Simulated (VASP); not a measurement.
# LaBe (Pm-3m) in VASP: further runs

The runs below take LaBe through relaxation of cell and atoms, with PBE.

Program: VASP 6.6.1. These are calculated values, not measurements. Logs are shortened: lines on timing, memory, paths and dates and some standing lists are left out, and cuts for length are marked.

### Step 1. Starting point

It takes space group Pm-3m (No. 221, cubic). Conventional cell: a = 3.599 Å, b = 3.599 Å, c = 3.599 Å, α = 90.00°, β = 90.00°, γ = 90.00°. Around La (site symmetry m-3m) lie 8 Be at 3.12 Å. Be (site symmetry m-3m) has 8 La at 3.12 Å as nearest neighbours.

The cell was built by a generator and needn't be a form met in nature.

### Step 2. Relaxation of cell and atoms, PBE

Input file INCAR:

```
SYSTEM = LaBe
PREC = Accurate
ENCUT = 600
EDIFF = 1E-7
ISMEAR = -1
SIGMA = 0.05
LREAL = .FALSE.
LASPH = .TRUE.
NELM = 80
ALGO = Normal
ISIF = 3
LWAVE = .FALSE.
LCHARG = .FALSE.
GGA = PE
IBRION = 2
NSW = 60
EDIFFG = -0.01
PSTRESS = 0
```

Input file KPOINTS:

```
Automatic mesh
0
G
  7 7 7
  0 0 0
```

Input file POSCAR:

```
LaBe
1.0
    3.5986300000      0.0000000000      0.0000000000
    0.0000000000      3.5986300000      0.0000000000
    0.0000000000      0.0000000000      3.5986300000
La Be
1 1
Direct
    0.0000000000      0.0000000000      0.0000000000
    0.5000000000      0.5000000000      0.5000000000
```

Potentials or basis: VASP PAW PBE potentials, release 64 (La, Be).

Started as:

```sh
$ cat potpaw_PBE.64/La/POTCAR potpaw_PBE.64/Be/POTCAR > POTCAR
$ mpirun -np 1 vasp_std > vasp.out
```

OUTCAR:

```text
SYSTEM = LaBe
   PREC = Accurate
   ENCUT = 600
   EDIFF = 1E-7
   ISMEAR = -1
   LREAL = .FALSE.
   LASPH = .TRUE.
   NELM = 80
   ISIF = 3
   GGA = PE
   IBRION = 2
   NSW = 60
   EDIFFG = -0.01
   PSTRESS = 0

 ion  position               nearest neighbor table
   1  0.000  0.000  0.000-
   2  0.500  0.500  0.500-

  LATTYP: Found a simple cubic cell.
 ALAT       =     3.5986300000

  Lattice vectors:

 A1 = (   3.5986300000,   0.0000000000,   0.0000000000)
 A2 = (   0.0000000000,   3.5986300000,   0.0000000000)
 A3 = (   0.0000000000,   0.0000000000,   3.5986300000)

Analysis of symmetry for initial positions (statically):
=====================================================================
 Subroutine PRICEL returns:
 Original cell was already a primitive cell.

 Routine SETGRP: Setting up the symmetry group for a
 simple cubic supercell.

 Subroutine GETGRP returns: Found 48 space group operations
 (whereof 48 operations were pure point group operations)
 out of a pool of 48 trial point group operations.

The static configuration has the point symmetry O_h .

Analysis of symmetry for dynamics (positions and initial velocities):
=====================================================================
 Subroutine PRICEL returns:
 Original cell was already a primitive cell.

 Routine SETGRP: Setting up the symmetry group for a
 simple cubic supercell.

 Subroutine GETGRP returns: Found 48 space group operations
 (whereof 48 operations were pure point group operations)
 out of a pool of 48 trial point group operations.

The dynamic configuration has the point symmetry O_h .

 Subroutine INISYM returns: Found 48 space group operations
 (whereof 48 operations are pure point group operations),
 and found     1 'primitive' translations

----------------------------------------------------------------------------------------

                                     Primitive cell

  volume of cell :      46.6028

  direct lattice vectors                    reciprocal lattice vectors
     3.598630000  0.000000000  0.000000000     0.277883528  0.000000000  0.000000000
     0.000000000  3.598630000  0.000000000     0.000000000  0.277883528  0.000000000
     0.000000000  0.000000000  3.598630000     0.000000000  0.000000000  0.277883528

  length of vectors
     3.598630000  3.598630000  3.598630000     0.277883528  0.277883528  0.277883528

  position of ions in fractional coordinates (direct lattice)
     0.000000000  0.000000000  0.000000000
     0.500000000  0.500000000  0.500000000

  ion indices of the primitive-cell ions
   primitive index   ion index
                 1           1
                 2           2

----------------------------------------------------------------------------------------

 KPOINTS: Automatic mesh

Automatic generation of k-mesh.
 Grid dimensions read from file:
 generate k-points for:    7    7    7

 Generating k-lattice:

  Cartesian coordinates                     Fractional coordinates (reciprocal lattice)
     0.039697647  0.000000000  0.000000000     0.142857143  0.000000000  0.000000000
     0.000000000  0.039697647  0.000000000     0.000000000  0.142857143  0.000000000
     0.000000000  0.000000000  0.039697647     0.000000000  0.000000000  0.142857143

  Length of vectors
     0.039697647  0.039697647  0.039697647

  Shift w.r.t. Gamma in fractional coordinates (k-lattice)
     0.000000000  0.000000000  0.000000000

 Subroutine IBZKPT returns following result:
 ===========================================

[... 49 lines left out ...]
   ISYM   =      2    0-nonsym 1-usesym 2-fastsym
   POTIM  = 0.5000    time-step for ionic-motion
   TEBEG  =    0.0;   TEEND  =   0.0 temperature during run
   PSTRESS=    0.0 pullay stress
   NELECT =      13.0000    total number of electrons
   NUPDOWN=      -1.0000    fix difference up-down
   EMIN   =  10.00;   EMAX   =-10.00  energy-range for DOS
   EFERMI =   0.00;   METHOD = LEGACY
   ISMEAR =    -1;   SIGMA  =   0.05  broadening in eV -4-tet -1-fermi 0-gaus
   EFERMI_NEDOS =   21; number of points for ismear=-14 and -15
   IALGO  =     38    algorithm
   IMIX   =      4    mixing-type and parameters
     AMIX     =   0.40;   BMIX     =  1.00
     AMIX_MAG =   1.60;   BMIX_MAG =  1.00
  volume/ion in A,a.u.               =      23.30       157.25
  Fermi-wavevector in a.u.,A,eV,Ry     =   1.069676  2.021394 15.567866  1.144206
  Thomas-Fermi vector in A             =   2.205362
   LORBIT       =      0    0 simple, 1 ext, 2 COOP (PROOUT), +10 PAW based schemes
   GGA     = PE    functional components
   LHFCALC =     F    Hartree Fock is set to
   AEXX    =    0.0000 exact exchange contribution
   IVDW    =     0    specifies the selected vdW correction
   LEPSILON=     F    determine dielectric tensor
   LRPA    =     F    only Hartree local field effects (RPA)
 conjugate gradient relaxation of ions
 non-spin polarized calculation
  energy-cutoff  :      600.00
  volume of cell :       46.60
 maximum number of plane-waves:      1571
 NGX is ok and might be reduce to    30
   NGX = 15   NGY = 15   NGZ = 15

--------------------------------------- Ionic step        1  -------------------------------------------

 number of electron      12.9999998 magnetization

 Free energy of the ion-electron system (eV)
  ---------------------------------------------------
  ext. energy  EPLUGINS =         0.00000000
  ---------------------------------------------------
  free energy    TOTEN  =        -8.17611459 eV

  energy without entropy =       -8.15794385  energy(sigma->0) =       -8.16702922

------------------------ aborting loop because EDIFF is reached ----------------------------------------

  FORCE on cell =-STRESS in cart. coord.  units (eV):
  Direction    XX          YY          ZZ          XY          YZ          ZX
  --------------------------------------------------------------------------------------
  -------------------------------------------------------------------------------------
  Total        0.0573182      0.0573182      0.0573182      0.0000000      0.0000000     -0.0000000
  in kB        1.9705692      1.9705692      1.9705692      0.0000000      0.0000000     -0.0000000
  external PRESSURE =       1.9705692 kB  Pullay stress =       0.0000000 kB

 VOLUME and BASIS-vectors are now :
 -----------------------------------------------------------------------------
  energy-cutoff  :      600.00
  volume of cell :       46.60
      direct lattice vectors                 reciprocal lattice vectors
     3.598630000  0.000000000  0.000000000     0.277883528  0.000000000  0.000000000
     0.000000000  3.598630000  0.000000000     0.000000000  0.277883528  0.000000000
     0.000000000  0.000000000  3.598630000     0.000000000  0.000000000  0.277883528

 POSITION                                       TOTAL-FORCE (eV/Angst)
 -----------------------------------------------------------------------------------
      0.00000      0.00000      0.00000         0.000000      0.000000      0.000000
      1.79931      1.79931      1.79931         0.000000      0.000000      0.000000
 -----------------------------------------------------------------------------------
    total drift:                               -0.000000     -0.000000     -0.000000

  FREE ENERGIE OF THE ION-ELECTRON SYSTEM (eV)
  ---------------------------------------------------
  free  energy   TOTEN  =        -8.1761145912 eV

  energy  without entropy=       -8.1579438450  energy(sigma->0) =       -8.16702922

--------------------------------------- Ionic step        2  -------------------------------------------

 number of electron      12.9999999 magnetization

 Free energy of the ion-electron system (eV)
  ---------------------------------------------------
  ext. energy  EPLUGINS =         0.00000000
  ---------------------------------------------------
  free energy    TOTEN  =        -8.17623346 eV

  energy without entropy =       -8.15794259  energy(sigma->0) =       -8.16708803

 E-fermi :   6.9895     XC(G=0):  -9.7184

 val. band max:        6.9889815324   @ k =   0.4286   0.1429   0.1429
 cond. band min:       7.0063658774   @ k =   0.1429   0.1429   0.1429
 fundamental gap:      0.0173843450
 Fermi energy:         6.9894756608

 k-point     1 :       0.0000    0.0000    0.0000
  band No.  band energies     occupation
      1     -25.4784      2.00000
      2      -8.7245      2.00000
      3      -8.7245      2.00000
      4      -8.7245      2.00000
      5       1.9602      2.00000
      6       6.5118      1.99986
      7       6.5118      1.99986
      8       8.9932      0.00000
      9       8.9932      0.00000
     10       8.9932      0.00000
[... 235 lines left out ...]
 k-point    20 :       0.4286    0.4286    0.4286
  band No.  band energies     occupation
      1     -25.1879      2.00000
      2      -9.4474      2.00000
      3      -9.4357      2.00000
      4      -9.4357      2.00000
      5       4.5564      2.00000
      6       4.9316      2.00000
      7       4.9316      2.00000
      8       7.1833      0.04063
      9       9.3436      0.00000
     10       9.3461      0.00000

------------------------ aborting loop because EDIFF is reached ----------------------------------------

  FORCE on cell =-STRESS in cart. coord.  units (eV):
  Direction    XX          YY          ZZ          XY          YZ          ZX
  --------------------------------------------------------------------------------------
  -------------------------------------------------------------------------------------
  Total        0.0004407      0.0004407      0.0004407      0.0000000     -0.0000000      0.0000000
  in kB        0.0150875      0.0150875      0.0150875      0.0000000     -0.0000000      0.0000000
  external PRESSURE =       0.0150875 kB  Pullay stress =       0.0000000 kB

 VOLUME and BASIS-vectors are now :
 -----------------------------------------------------------------------------
  energy-cutoff  :      600.00
  volume of cell :       46.80
      direct lattice vectors                 reciprocal lattice vectors
     3.603605435  0.000000000 -0.000000000     0.277499859 -0.000000000 -0.000000000
     0.000000000  3.603605435 -0.000000000    -0.000000000  0.277499859 -0.000000000
     0.000000000  0.000000000  3.603605435     0.000000000  0.000000000  0.277499859

 POSITION                                       TOTAL-FORCE (eV/Angst)
 -----------------------------------------------------------------------------------
      0.00000      0.00000      0.00000         0.000000      0.000000      0.000000
      1.80180      1.80180      1.80180        -0.000000     -0.000000      0.000000
 -----------------------------------------------------------------------------------
    total drift:                                0.000000     -0.000000     -0.000000

  FREE ENERGIE OF THE ION-ELECTRON SYSTEM (eV)
  ---------------------------------------------------
  free  energy   TOTEN  =        -8.1762334636 eV

  energy  without entropy=       -8.1579425892  energy(sigma->0) =       -8.16708803

 reached required accuracy - stopping structural energy minimisation
```

Run time: 26 s. Hardware: 1 thread of AMD EPYC 7R43 (Zen 3), shared host; peak memory 0.15 GiB.

Results:

```yaml
Free_energy: -8.1762 eV
Relaxed_volume: 23.40 Å³/atom
Relaxed_cell: a = 3.604 Å, b = 3.604 Å, c = 3.604 Å, α = 90.00°, β = 90.00°, γ = 90.00°
Space_group_after_relaxing_to_0.05_Å: Pm-3m (No. 221)
Energy_gained_by_relaxing: 0.1 meV/atom
Ionic_steps: 2
Pressure_after_relaxing: 0.0 GPa
Band_gap_on_the_k_mesh: none (metal or under the smearing width)
```

The path:
| step | energy change (eV) | largest force (eV/Å) | pressure (GPa) | volume (Å³) |
| --- | --- | --- | --- | --- |
| 1 | 0.0000 | 0.0000 | 0.20 | 46.60 |
| 2 | -0.0001 | 0.0000 | 0.00 | 46.80 |

Final structure:
```yaml
crystal:
  lattice:
    - [3.60361, 0.00000, 0.00000]
    - [0.00000, 3.60361, 0.00000]
    - [0.00000, 0.00000, 3.60361]
  atoms:
    - { symbol: La, position: [0.00000, 0.00000, 0.00000] }
    - { symbol: Be, position: [0.50000, 0.50000, 0.50000] }
```

Levels at points of the mesh, in eV from the Fermi level:
```
           k point  band 4  band 5  band 6  band 7  band 8  band 9  band 10
(0.00, 0.00, 0.00)  -15.71   -5.03   -0.48   -0.48    2.00    2.00     2.00
```

Spin-orbit coupling is left out, which matters for the levels of La.

### Step 3. Relaxation of cell and atoms, PBE, target pressure 2 GPa, at which the enthalpy is minimised

Changes to INCAR since step 2:

```diff
@@ -17,2 +17,2 @@
 EDIFFG = -0.01
-PSTRESS = 0
+PSTRESS = 20
```

KPOINTS is that of step 2.

POSCAR is that of step 2.

Potentials or basis: VASP PAW PBE potentials, release 64 (La, Be).

Started as:

```sh
$ cat potpaw_PBE.64/La/POTCAR potpaw_PBE.64/Be/POTCAR > POTCAR
$ mpirun -np 1 vasp_std > vasp.out
```

Run time: 43 s. Hardware: 1 thread of AMD EPYC 7R43 (Zen 3), shared host; peak memory 0.15 GiB.

Results (log left out):

| Quantity | Value |
| --- | --- |
| Free energy | -8.1652 eV |
| Relaxed volume | 22.49 Å³/atom |
| Relaxed cell | a = 3.556 Å, b = 3.556 Å, c = 3.556 Å, α = 90.00°, β = 90.00°, γ = 90.00° |
| Space group after relaxing (to 0.05 Å) | Pm-3m (No. 221) |
| Energy change on relaxing (the enthalpy is what falls) | +5.5 meV/atom |
| Ionic steps | 3 |
| Pressure after relaxing | 2.0 GPa |
| Band gap on the k mesh | none (metal or under the smearing width) |

Step by step:
```
step  energy change (eV)  largest force (eV/Å)  pressure (GPa)  volume (Å³)
   1              0.0000                0.0000            0.20        46.60
   2              0.0125                0.0000            2.15        44.86
   3              0.0109                0.0000            2.00        44.98
```

Final structure:
```
La Be
1.0
     3.55638    0.00000    0.00000
     0.00000    3.55638    0.00000
     0.00000    0.00000    3.55638
La Be
1 1
Cartesian
  0.0000 0.0000 0.0000
  1.7782 1.7782 1.7782
```

Levels at points of the mesh, in eV from the Fermi level:
```tsv
k point	band 4	band 5	band 6	band 7	band 8	band 9	band 10
(0.00, 0.00, 0.00)	-15.58	-5.05	-0.52	-0.52	2.11	2.11	2.11
```

Caveat: the cell is relaxed towards a set pressure, so the enthalpy falls and the energy may rise. Spin-orbit coupling is left out, which matters for the levels of La.

### Step 4. Relaxation of cell and atoms, PBE, target pressure 5 GPa, at which the enthalpy is minimised

Changes to INCAR since step 3:

```diff
@@ -17,2 +17,2 @@
 EDIFFG = -0.01
-PSTRESS = 20
+PSTRESS = 50
```

KPOINTS is that of step 3.

POSCAR is that of step 3.

Started as:

```sh
$ cat potpaw_PBE.64/La/POTCAR potpaw_PBE.64/Be/POTCAR > POTCAR
$ mpirun -np 1 vasp_std > vasp.out
```

It took 45 s on 1 thread of AMD EPYC 7R43 (Zen 3), shared host; peak memory 0.16 GiB.

Results (log left out):

```yaml
Free_energy: -8.1162 eV
Relaxed_volume: 21.35 Å³/atom
Relaxed_cell: a = 3.495 Å, b = 3.495 Å, c = 3.495 Å, α = 90.00°, β = 90.00°, γ = 90.00°
Space_group_after_relaxing_to_0.05_Å: Pm-3m (No. 221)
Energy_change_on_relaxing_the_enthalpy_is_what_falls: +30.0 meV/atom
Ionic_steps: 3
Pressure_after_relaxing: 5.0 GPa
Band_gap_on_the_k_mesh: none (metal or under the smearing width)
```

The path:
```
step  energy change (eV)  largest force (eV/Å)  pressure (GPa)  volume (Å³)
   1              0.0000                0.0000            0.20        46.60
   2              0.0827                0.0000            6.01        42.05
   3              0.0599                0.0000            5.02        42.71
```

Final structure:
```cif
data_structure
_symmetry_space_group_name_H-M 'P 1'
_symmetry_Int_Tables_number 1
_cell_length_a 3.4955
_cell_length_b 3.4955
_cell_length_c 3.4955
_cell_angle_alpha 90.000
_cell_angle_beta 90.000
_cell_angle_gamma 90.000
_cell_volume 42.71
loop_
_atom_site_label
_atom_site_type_symbol
_atom_site_fract_x
_atom_site_fract_y
_atom_site_fract_z
_atom_site_occupancy
La1 La 0.00000 0.00000 0.00000 1
Be1 Be 0.50000 0.50000 0.50000 1
```

Levels at points of the mesh, in eV from the Fermi level:
```
           k point  band 4  band 5  band 6  band 7  band 8  band 9  band 10
(0.00, 0.00, 0.00)  -15.40   -5.06   -0.58   -0.58    2.25    2.25     2.25
```

Caveat: the cell is relaxed towards a set pressure, so the enthalpy falls and the energy may rise. The run has no spin-orbit coupling, so splittings on La are missing.

### Step 5. Relaxation of cell and atoms, PBE, target pressure 10 GPa, at which the enthalpy is minimised

Changes to INCAR since step 4:

```diff
@@ -17,2 +17,2 @@
 EDIFFG = -0.01
-PSTRESS = 50
+PSTRESS = 100
```

KPOINTS is that of step 4.

POSCAR is that of step 4.

Started as:

```sh
$ cat potpaw_PBE.64/La/POTCAR potpaw_PBE.64/Be/POTCAR > POTCAR
$ mpirun -np 1 vasp_std > vasp.out
```

It took 57 s on 1 thread of AMD EPYC 7R43 (Zen 3), shared host; peak memory 0.16 GiB.

Results (log left out):

```
Free energy                                            : -7.9781 eV
Relaxed volume                                         : 19.86 Å³/atom
Relaxed cell                                           : a = 3.412 Å, b = 3.412 Å, c = 3.412 Å, α = 90.00°, β = 90.00°, γ = 90.00°
Space group after relaxing (to 0.05 Å)                 : Pm-3m (No. 221)
Energy change on relaxing (the enthalpy is what falls) : +99.0 meV/atom
Ionic steps                                            : 3
Pressure after relaxing                                : 10.0 GPa
Band gap on the k mesh                                 : none (metal or under the smearing width)
```

Step by step:
```tsv
step	energy change (eV)	largest force (eV/Å)	pressure (GPa)	volume (Å³)
1	0.0000	0.0000	0.20	46.60
2	0.3574	0.0000	14.49	37.63
3	0.1980	0.0000	10.03	39.73
```

Final structure:
```
La Be
1.0
     3.41211    0.00000    0.00000
     0.00000    3.41211    0.00000
     0.00000    0.00000    3.41211
La Be
1 1
Direct
  0.00000 0.00000 0.00000
  0.50000 0.50000 0.50000
```

Levels at points of the mesh, in eV from the Fermi level:
```tsv
k point	band 5	band 6	band 7	band 8	band 9	band 10
(0.00, 0.00, 0.00)	-5.06	-0.69	-0.69	2.43	2.43	2.43
```

Caveat: the cell is relaxed towards a set pressure, so the enthalpy falls and the energy may rise. The run has no spin-orbit coupling, so splittings on La are missing.

### Step 6. Overview

| cell | target pressure | gap on the mesh (eV) | pressure (GPa) |
| --- | --- | --- | --- |
| relaxed | - | none | 0.0 |
| relaxed to 2 GPa | 2 GPa | none | 2.0 |
| relaxed to 5 GPa | 5 GPa | none | 5.0 |
| relaxed to 10 GPa | 10 GPa | none | 10.0 |

Alike in all rows: task relaxation of cell and atoms; level PBE; potentials or basis VASP PAW PBE potentials, release 64 (La, Be); no spin polarisation; k mesh 7 × 7 × 7; cutoff (eV) 600; smearing fermi-dirac 0.05 eV.

Caveats: the cell is relaxed towards a set pressure, so the enthalpy falls and the energy may rise (some runs).

Total energies depend on the potentials used, so only differences within one code and one set of settings carry meaning.
